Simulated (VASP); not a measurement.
OSZICAR of a VASP run on Ni (fcc):

**OSZICAR**
```
       N       E                     dE             d eps       ncg     rms          rms(c)
DAV:   1     0.212749104555E+02    0.21275E+02   -0.48609E+03  5428   0.142E+03
DAV:   2    -0.690719669882E+01   -0.28182E+02   -0.26976E+02  5276   0.162E+02
DAV:   3    -0.733281522020E+01   -0.42562E+00   -0.42492E+00  6030   0.264E+01
DAV:   4    -0.733677347417E+01   -0.39583E-02   -0.39575E-02  5878   0.224E+00
DAV:   5    -0.733688082524E+01   -0.10735E-03   -0.10735E-03  5998   0.325E-01    0.106E+01
DAV:   6    -0.653616194383E+01    0.80072E+00   -0.20135E+01  5454   0.735E+01    0.640E+00
DAV:   7    -0.613814920403E+01    0.39801E+00   -0.34463E+00  5502   0.282E+01    0.180E+00
DAV:   8    -0.612211106081E+01    0.16038E-01   -0.18836E-02  7544   0.154E+00    0.924E-01
DAV:   9    -0.611918380693E+01    0.29273E-02   -0.18015E-03  7666   0.393E-01    0.266E-01
DAV:  10    -0.611834143525E+01    0.84237E-03   -0.90203E-04  7548   0.249E-01    0.340E-02
DAV:  11    -0.611833530480E+01    0.61304E-05   -0.22828E-05  6537   0.501E-02    0.294E-02
DAV:  12    -0.611833664627E+01   -0.13415E-05   -0.12389E-06  2936   0.119E-02    0.650E-03
DAV:  13    -0.611833647684E+01    0.16944E-06   -0.17653E-07  2679   0.558E-03
   1 F= -.61183365E+01 E0= -.61185020E+01  d E =-.611834E+01  mag=     0.5936
       N       E                     dE             d eps       ncg     rms          rms(c)
DAV:   1    -0.795284953994E+01   -0.18345E+01   -0.29363E+01  5446   0.896E+01    0.118E+01
DAV:   2    -0.656157929842E+01    0.13913E+01   -0.23123E+01  5430   0.813E+01    0.506E+00
DAV:   3    -0.615876287542E+01    0.40282E+00   -0.31072E+00  5414   0.283E+01    0.183E+00
DAV:   4    -0.612486236380E+01    0.33901E-01   -0.23064E-02  6403   0.135E+00    0.955E-01
DAV:   5    -0.611536070552E+01    0.95017E-02   -0.11623E-02  6754   0.876E-01    0.442E-01
DAV:   6    -0.611540816537E+01   -0.47460E-04   -0.98109E-04  5990   0.348E-01    0.129E-01
DAV:   7    -0.611539186537E+01    0.16300E-04   -0.52418E-05  6454   0.101E-01    0.337E-02
DAV:   8    -0.611538861324E+01    0.32521E-05   -0.22088E-06  5161   0.173E-02    0.644E-03
DAV:   9    -0.611538782559E+01    0.78765E-06   -0.23498E-07  2637   0.559E-03
   2 F= -.61153878E+01 E0= -.61154243E+01  d E =0.294865E-02  mag=     0.5769
       N       E                     dE             d eps       ncg     rms          rms(c)
DAV:   1    -0.662684566467E+01   -0.51146E+00   -0.81295E+00  5414   0.510E+01    0.590E+00
DAV:   2    -0.629245934338E+01    0.33439E+00   -0.74049E+00  5464   0.400E+01    0.298E+00
DAV:   3    -0.614765309203E+01    0.14481E+00   -0.10676E+00  5411   0.171E+01    0.104E+00
DAV:   4    -0.613801484472E+01    0.96382E-02   -0.63495E-03  5751   0.802E-01    0.539E-01
DAV:   5    -0.613657572574E+01    0.14391E-02   -0.34893E-03  6933   0.480E-01    0.117E-01
DAV:   6    -0.613657082171E+01    0.49040E-05   -0.52129E-05  5942   0.100E-01    0.639E-02
DAV:   7    -0.613658735058E+01   -0.16529E-04   -0.71542E-06  5707   0.365E-02    0.228E-02
DAV:   8    -0.613658768173E+01   -0.33114E-06   -0.17899E-06  2899   0.174E-02
   3 F= -.61365877E+01 E0= -.61366637E+01  d E =-.182512E-01  mag=     0.5859
```

### Question
Which electronic solver shows in the log?

### Answer
It is blocked Davidson (ALGO = Normal, or the opening steps of other solvers). The INCAR had ALGO = Normal.

### Question
How was spin treated?

### Answer
Collinear spin (ISPIN = 2): the summary line carries one mag value, 0.59 μB in the cell.

### Question
Can the final energy be trusted as converged?

### Answer
The run converged. It stopped with EDIFF = 1E-6, NELM = 100, NSW = 60 and EDIFFG = -0.01 after 3 ionic steps (PBEsol GGA, plane waves, VASP's PBE PAW potentials (set 64)). Energy and stress use the plane-wave basis of the starting cell.

The compound is Ni in the fcc structure. This run relaxes it. Symmetry was kept, so distortions that lower it aren't found.
